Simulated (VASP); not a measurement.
Level of theory: vdW-DF-cx, VASP's PBE PAW potentials (set 64) (plane waves; VASP).

The input files of a VASP run:

KPOINTS:
```
Automatic mesh
0
Gamma
8 8 8
0 0 0
```

File POSCAR:
```
SrVO3
3.8606190
  1.0000001052   0.0000000000   0.0000000000
  0.0000000000   1.0000001052   0.0000000000
  0.0000000000   0.0000000000   1.0000001052
Sr V O
1 1 3
Cartesian
  0.0000000000   0.0000000000   0.0000000000
  0.5000000526   0.5000000526   0.5000000526
  0.5000000526   0.0000000000   0.5000000526
  0.0000000000   0.5000000526   0.5000000526
  0.5000000526   0.5000000526   0.0000000000
```

**INCAR**
```
SYSTEM=SrVO3
PREC=Accurate; ENCUT=520; LREAL=.FALSE.
LASPH=.TRUE.
EDIFF=1E-7; NELM=100; ALGO=Normal
LMAXMIX=4
ISMEAR=1; SIGMA=0.1
GGA=CX; LUSE_VDW=.TRUE.; AGGAC=0.0
ISIF=2
LWAVE=.FALSE.; LCHARG=.FALSE.
```

POTCAR, in this order: Sr_sv V_sv O (PBE.64 set). Program: vasp_std.

The run wrote:

File OUTCAR:
```
 ion  position               nearest neighbor table
   1  0.000  0.000  0.000-   3 2.73   4 2.73   5 2.73   3 2.73   4 2.73   4 2.73   5 2.73   4 2.73
                             3 2.73   5 2.73   3 2.73   5 2.73   2 3.34   2 3.34   2 3.34   2 3.34
   2  0.500  0.500  0.500-   3 1.93   4 1.93   5 1.93   5 1.93   3 1.93   4 1.93   1 3.34   1 3.34
                             1 3.34   1 3.34   1 3.34   1 3.34   1 3.34   1 3.34
   3  0.500  0.000  0.500-   2 1.93   2 1.93   1 2.73   1 2.73   1 2.73   1 2.73
   4  0.000  0.500  0.500-   2 1.93   2 1.93   1 2.73   1 2.73   1 2.73   1 2.73
   5  0.500  0.500  0.000-   2 1.93   2 1.93   1 2.73   1 2.73   1 2.73   1 2.73
  LATTYP: Found a simple cubic cell.
 ALAT       =     3.8606194061
 Subroutine PRICEL returns:
 Original cell was already a primitive cell.
 Subroutine GETGRP returns: Found 48 space group operations
The static configuration has the point symmetry O_h .
The dynamic configuration has the point symmetry O_h .
 Subroutine INISYM returns: Found 48 space group operations
 Subroutine IBZKPT returns following result:
 Found     35 irreducible k-points:

 Following reciprocal coordinates:
            Coordinates               Weight
  0.000000  0.000000  0.000000      1.000000
  0.125000  0.000000  0.000000      6.000000
  0.250000  0.000000  0.000000      6.000000
  0.375000  0.000000  0.000000      6.000000
...
```

### OSZICAR
```
       N       E                     dE             d eps       ncg     rms          rms(c)
DAV:   1     0.460221719063E+03    0.46022E+03   -0.24119E+04  1680   0.178E+03
DAV:   2    -0.117711650234E+02   -0.47199E+03   -0.46819E+03  2176   0.485E+02
DAV:   3    -0.395489305778E+02   -0.27778E+02   -0.27707E+02  1760   0.127E+02
DAV:   4    -0.403492832666E+02   -0.80035E+00   -0.80005E+00  2960   0.195E+01
DAV:   5    -0.403540015996E+02   -0.47183E-02   -0.47172E-02  1976   0.137E+00    0.382E+01
DAV:   6    -0.319460802886E+02    0.84079E+01   -0.95613E+01  2240   0.737E+01    0.189E+01
DAV:   7    -0.309026435646E+02    0.10434E+01   -0.34010E+01  1944   0.515E+01    0.173E+01
DAV:   8    -0.301504233166E+02    0.75222E+00   -0.36202E+00  1904   0.173E+01    0.399E+00
DAV:   9    -0.301764586289E+02   -0.26035E-01   -0.40487E-01  2216   0.441E+00    0.197E+00
DAV:  10    -0.301608908706E+02    0.15568E-01   -0.28880E-01  1880   0.503E+00    0.822E-01
DAV:  11    -0.301545459644E+02    0.63449E-02   -0.52953E-02  1824   0.199E+00    0.282E-01
DAV:  12    -0.301542347147E+02    0.31125E-03   -0.36166E-03  2064   0.557E-01    0.937E-02
DAV:  13    -0.301542251150E+02    0.95997E-05   -0.28093E-04  2064   0.137E-01    0.190E-02
DAV:  14    -0.301542263268E+02   -0.12119E-05   -0.54126E-05  2008   0.496E-02    0.195E-02
DAV:  15    -0.301542257877E+02    0.53918E-06   -0.23641E-05  1968   0.433E-02    0.111E-02
DAV:  16    -0.301542252441E+02    0.54353E-06   -0.31506E-06  1832   0.178E-02    0.226E-03
DAV:  17    -0.301542252555E+02   -0.11335E-07   -0.17437E-07  1464   0.315E-03
   1 F= -.30154225E+02 E0= -.30153439E+02  d E =-.235900E-02
```

**OUTCAR**
```
------------------------ aborting loop because EDIFF is reached ----------------------------------------
  FORCE on cell =-STRESS in cart. coord.  units (eV):
  Direction    XX          YY          ZZ          XY          YZ          ZX
  --------------------------------------------------------------------------------------
  Total       -1.9269329     -1.9269329     -1.9269329      0.0000000     -0.0000000      0.0000000
  in kB      -53.6545077    -53.6545077    -53.6545077      0.0000000     -0.0000000      0.0000000
  external PRESSURE =     -53.6545077 kB  Pullay stress =       0.0000000 kB
  volume of cell :       57.54
      direct lattice vectors                 reciprocal lattice vectors
     3.860619406  0.000000000  0.000000000     0.259025792  0.000000000  0.000000000
     0.000000000  3.860619406  0.000000000     0.000000000  0.259025792  0.000000000
     0.000000000  0.000000000  3.860619406     0.000000000  0.000000000  0.259025792
 POSITION                                       TOTAL-FORCE (eV/Angst)
 -----------------------------------------------------------------------------------
      0.00000      0.00000      0.00000         0.000000      0.000000      0.000000
      1.93031      1.93031      1.93031         0.000000      0.000000      0.000000
      1.93031      0.00000      1.93031         0.000000      0.000000      0.000000
      0.00000      1.93031      1.93031         0.000000      0.000000      0.000000
      1.93031      1.93031      0.00000         0.000000      0.000000      0.000000
 -----------------------------------------------------------------------------------
    total drift:                                0.000000      0.000000     -0.000000
  FREE ENERGIE OF THE ION-ELECTRON SYSTEM (eV)
  ---------------------------------------------------
  free  energy   TOTEN  =       -30.1542252555 eV

  energy  without entropy=      -30.1518662560  energy(sigma->0) =      -30.15343892
```
(Selected blocks of OUTCAR.)

The compound is SrVO3 in the cubic perovskite structure. This cell is one point of a volume scan, at 1.03 of the reference volume. The run is not spin-polarised, so no magnetic state was tried. The electron count is odd and the run is not spin-polarised, which forces a metal.
